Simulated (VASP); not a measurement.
Here is the system:

```yaml
crystal:
  lattice:
    - [0.00000, 2.71636, 2.71636]
    - [2.71636, 0.00000, 2.71636]
    - [2.71636, 2.71636, 0.00000]
  atoms:
    - { symbol: Cd, position: [0.00000, 0.00000, 0.00000] }
    - { symbol: F, position: [0.25000, 0.25000, 0.25000] }
    - { symbol: F, position: [0.75000, 0.75000, 0.75000] }
```

Method: r2SCAN+rVV10, VASP's PBE PAW potentials (set 64) (plane waves; VASP 6.6.1). Run with 520 eV cut-off, 7×7×7 Γ-centred mesh, Gaussian smearing of 0.050 eV, potentials Cd F.

Problem. What does the run give for the energy per atom (σ→0), pressure?

Solution. 
* **energy per atom (σ→0)**: -10.946 eV/atom
* **pressure**: -3.09 GPa

Only differences to runs with the same potentials and settings are physical.

The compound is CdF2 in the fluorite structure. This cell is one point of a volume scan, at 1.03 of the reference volume.
